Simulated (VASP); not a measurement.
The input files of a VASP run:

INCAR:
```
SYSTEM = MoP
PREC = Accurate
ENCUT = 400
EDIFF = 1E-6
NELM = 100
ALGO = Normal
LREAL = .FALSE.
LASPH = .TRUE.
ISMEAR = 0
SIGMA = 0.05
GGA = PS
LMAXMIX = 4
LWAVE = .FALSE.
LCHARG = .FALSE.
IBRION = 2
ISIF = 3
NSW = 60
EDIFFG = -0.01
```

**POSCAR**
```
MoP
1
    3.3225010000     0.0000000000     0.0000000000
   -1.6612510000     2.8773710000     0.0000000000
    0.0000000000     0.0000000000     3.2425970000
Mo P
1 1
Direct
  0.0000000000   0.0000000000   0.0000000000
  0.6666670000   0.3333330000   0.5000000000
```

### KPOINTS
```
Automatic mesh
0
Gamma
8 8 7
0 0 0
```

POTCAR, in this order: Mo_sv P (PBE.64 set). Program: vasp_std.

Q: Translate this PBEsol calculation to Ansatz.

A: One equivalent input (not run):
Ansatz 0.2 input:
```yaml
crystal:
  lattice:
    - [3.3225010, 0.0000000, 0.0000000]
    - [-1.6612510, 2.8773710, 0.0000000]
    - [0.0000000, 0.0000000, 3.2425970]
  atoms:
    - { symbol: Mo, position: [0.0000000, 0.0000000, 0.0000000] }
    - { symbol: P, position: [0.6666670, 0.3333330, 0.5000000] }
kpoints:
  mp_grid: { grid: [8, 8, 7] }
hamiltonian:
  xc: pbesol
  pseudopotentials: { kind: paw }
scf:
  occupations: { method: gaussian, width: 0.05 }
  max_iter: 100
relax:
  max_steps: 60
  f_tol: 0.01
  cell: {}
output: { forces: true, stress: true, eigenvalues: true }
```
What does not carry over: each code has its own PAW files, so the cut-off isn't converted (ENCUT is set for VASP's; basis.ecutwfc is left out, and Ansatz then takes the one that its files recommend); Ansatz stops its SCF on the density residual and VASP on the energy change (EDIFF).

The structure was generated: MoP was put into the WC type (P-6m2), which need not be its known phase. This run relaxes it. Symmetry was kept, so distortions that lower it aren't found.
